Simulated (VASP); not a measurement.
```xyz
4
Lattice="2.9166 -2.9148 0.0037 2.9166 2.9148 0.0037 -2.0238 0.0000 22.0219" Properties=species:S:1:pos:R:3 pbc="T T T"
Pb     2.3518    -0.0587    20.6246
Pb     1.4576    -0.0587     1.4047
S     -0.5689    -0.0597    20.7794
S      4.3783    -0.0597     1.2498
```

Calculation: LDA (Ceperley-Alder, Perdew-Zunger), VASP's LDA PAW potentials (set 64) (plane waves; VASP). Numerical set-up: 400 eV cut-off, Gaussian smearing of 0.050 eV, potentials Pb_d S.

The cell holds a wide vacuum, so values per volume refer to the whole cell. Unless said otherwise, spin-orbit coupling is left out, though it shifts the bands of the heavy elements here.

### Question
Give the energies of bands 14 to 23 at the high-symmetry points, in eV from the valence-band maximum.

### Answer

```csv
band,Γ,A,I2,M2,Y,V2
14,-5.54,-5.54,-7.09,-7.09,-7.09,-8.11
15,-3.63,-3.63,-4.79,-4.79,-4.79,-2.19
16,-2.96,-2.96,-4.79,-4.79,-4.79,-2.17
17,-2.95,-2.95,-3.32,-3.32,-3.32,-1.35
18,-1.80,-1.80,-3.32,-3.32,-3.32,-1.34
19,-1.79,-1.79,-1.74,-1.74,-1.74,-0.29
20,-0.44,-0.44,-1.73,-1.73,-1.73,-0.29
21,1.64,1.64,3.94,3.94,3.94,1.74
22,3.87,3.88,3.95,3.95,3.95,1.74
23,4.49,4.49,5.11,5.14,5.13,2.75
```

The gap is direct, 1.46 eV, from the valence maximum at L2-Γ at 0.18 to the conduction minimum at L2-Γ at 0.18.

The cell is a sheet with vacuum, built from a database entry that may be metastable or hypothetical.
